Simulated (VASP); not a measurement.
A convergence study with VASP on Pt (fcc): a few settings are varied, all else stays as given below, so the limit is that of these other settings. The cell's lengths are 1 % over those of the tabulated start, so it is off equilibrium.

```
CELL_PARAMETERS angstrom
      0.00000     1.97960     1.97960
      1.97960     0.00000     1.97960
      1.97960     1.97960     0.00000
ATOMIC_POSITIONS crystal
  Pt 0.00000 0.00000 0.00000
```

These are LDA (Ceperley-Alder, Perdew-Zunger), VASP's LDA PAW potentials (set 64) (plane waves; VASP) values and carry that method's errors. The last row used: 900 eV cut-off, 14×14×14 Γ-centred mesh, first-order Methfessel-Paxton smearing of 0.10 eV, potentials Pt_pv.

Energies of different potentials or hybrids have different zeros.

```json
[
 {"setting": "ENCUT = 300, POTCAR Pt", "E (eV/atom)": "-7.4887", "pressure (GPa)": "-13.75", "plane waves": "193"},
 {"setting": "ENCUT = 400, POTCAR Pt", "E (eV/atom)": "-7.4825", "pressure (GPa)": "-13.06", "plane waves": "295"},
 {"setting": "ENCUT = 520, POTCAR Pt", "E (eV/atom)": "-7.4826", "pressure (GPa)": "-13.08", "plane waves": "444"},
 {"setting": "ENCUT = 700, POTCAR Pt", "E (eV/atom)": "-7.4827", "pressure (GPa)": "-12.97", "plane waves": "664"},
 {"setting": "ENCUT = 900, POTCAR Pt", "E (eV/atom)": "-7.4822", "pressure (GPa)": "-12.99", "plane waves": "967"},
 {"setting": "ENCUT = 300, POTCAR Pt_pv", "E (eV/atom)": "-7.4762", "pressure (GPa)": "-16.72", "plane waves": "193"},
 {"setting": "ENCUT = 400, POTCAR Pt_pv", "E (eV/atom)": "-7.4775", "pressure (GPa)": "-15.09", "plane waves": "295"},
 {"setting": "ENCUT = 520, POTCAR Pt_pv", "E (eV/atom)": "-7.4754", "pressure (GPa)": "-12.61", "plane waves": "444"},
 {"setting": "ENCUT = 700, POTCAR Pt_pv", "E (eV/atom)": "-7.4751", "pressure (GPa)": "-12.60", "plane waves": "664"},
 {"setting": "ENCUT = 900, POTCAR Pt_pv", "E (eV/atom)": "-7.4753", "pressure (GPa)": "-12.32", "plane waves": "967"}
]
```

Left out are rungs that failed or repeat a setting and relaxations that didn't move; long series are thinned to 24 rows.

The compound is Pt in the fcc structure. The cell was not relaxed at this level.
